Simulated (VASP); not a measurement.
Input for VASP

**KPOINTS**
```
kpoints
0
Gamma
 9 9 9
0 0 0
```

POSCAR:
```
AlN
1
    0.0000000000     2.1900000000     2.1900000000
    2.1900000000     0.0000000000     2.1900000000
    2.1900000000     2.1900000000     0.0000000000
Al N
1 1
Direct
  0.0000000000   0.0000000000   0.0000000000
  0.2500000000   0.2500000000   0.2500000000
```

**INCAR**
```
! general
SYSTEM  =AlN
PREC    =Accurate
ENCUT   =520   ! plane-wave cut-off (eV)
LREAL   =.FALSE.
LASPH   =.TRUE.   ! aspherical one-centre terms

! electronic loop
EDIFF   =1E-6   ! SCF stop (eV)
NELM    =100   ! most electronic steps
ALGO    =Normal   ! blocked Davidson

! smearing
ISMEAR  =0   ! Gaussian
SIGMA   =0.05   ! width (eV)

! functional
GGA     =MK
LUSE_VDW=.TRUE.
AGGAC   =0.0
PARAM1  =0.1234568
PARAM2  =0.7114
ZAB_VDW =-1.8867

! ions
IBRION  =2
NSW     =60
ISIF    =3   ! ions, shape and volume
EDIFFG  =-0.01   ! ionic stop

! output
LWAVE   =.FALSE.
LCHARG  =.FALSE.
```

POTCAR, in this order: Al N (PBE.64 set). Program: vasp_std.

### Question
Write an equivalent input for Quantum ESPRESSO's pw.x.

### Answer
One equivalent input (not run):
```
&CONTROL
  calculation = 'vc-relax'
  pseudo_dir = './pseudo'
  outdir = './out'
  tprnfor = .true.
  tstress = .true.
  nstep = 60
  forc_conv_thr = 0.00039
/
&SYSTEM
  ibrav = 0
  nat = 2
  ntyp = 2
  ecutwfc = 84
  occupations = 'smearing'
  smearing = 'gaussian'
  degauss = 0.003675
  input_dft = 'vdw-df2-b86r'
/
&ELECTRONS
  conv_thr = 7.3e-08
  electron_maxstep = 100
/
&IONS
/
&CELL
/
ATOMIC_SPECIES
  Al 26.982 Al.upf
  N 14.007 N.upf
CELL_PARAMETERS angstrom
     0.0000000    2.1900000    2.1900000
     2.1900000    0.0000000    2.1900000
     2.1900000    2.1900000    0.0000000
ATOMIC_POSITIONS crystal
  Al   0.0000000  0.0000000  0.0000000
  N    0.2500000  0.2500000  0.2500000
K_POINTS automatic
  9 9 9 0 0 0
```
Limits of the translation: the potentials are each code's own (VASP's PAW set, PseudoDojo norm-conserving files in pw.x), so ENCUT and ecutwfc are chosen apart and not converted; conv_thr bounds pw.x's estimated SCF error, while EDIFF bounds the energy change between steps; forc_conv_thr acts on force components and is met together with etot_conv_thr.

The compound is AlN in the zinc blende structure, a metastable form; wurtzite is the usual one. This run relaxes it. Symmetry was kept, so distortions that lower it aren't found.
